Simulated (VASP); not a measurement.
Consider the following.

```
CELL_PARAMETERS angstrom
      3.90341     0.00000     0.00000
      0.00000     3.90341     0.00000
      0.00000     0.00000     6.78492
ATOMIC_POSITIONS crystal
  Al 0.50000 0.50000 0.00000
  P  0.00000 0.00000 0.50000
  Pt 0.00000 0.50000 0.28741
  Pt 0.00000 0.50000 0.71259
  Pt 0.50000 0.00000 0.28741
  Pt 0.50000 0.00000 0.71259
  Pt 0.00000 0.00000 0.00000
```

Computed with PBEsol GGA, VASP's PBE PAW potentials (set 64) (plane waves; VASP). Settings: 400 eV cut-off, 9×9×5 Γ-centred mesh, tetrahedra with Blöchl corrections, potentials Al P Pt.

The cores are frozen, which limits the accuracy of field gradients.

**Question.** Give the principal components of the electric field gradient (V/Å²) and the asymmetry η at each nucleus.

**Answer.** 
```
atom   Vxx   Vyy     Vzz     η
----  ----  ----  ------  ----
Al1   -0.6  -0.6     1.1  0.00
P2    -4.7  -4.7     9.4  0.00
Pt3   90.1  71.9  -162.0  0.11
Pt4   90.1  71.9  -162.0  0.11
Pt5   90.1  71.9  -162.0  0.11
Pt6   90.1  71.9  -162.0  0.11
Pt7   43.7  43.7   -87.4  0.00
```

The structure comes from a computed database's AlPPt5 entry (P4/mmm); how it stands against other phases isn't given here. It was relaxed first.
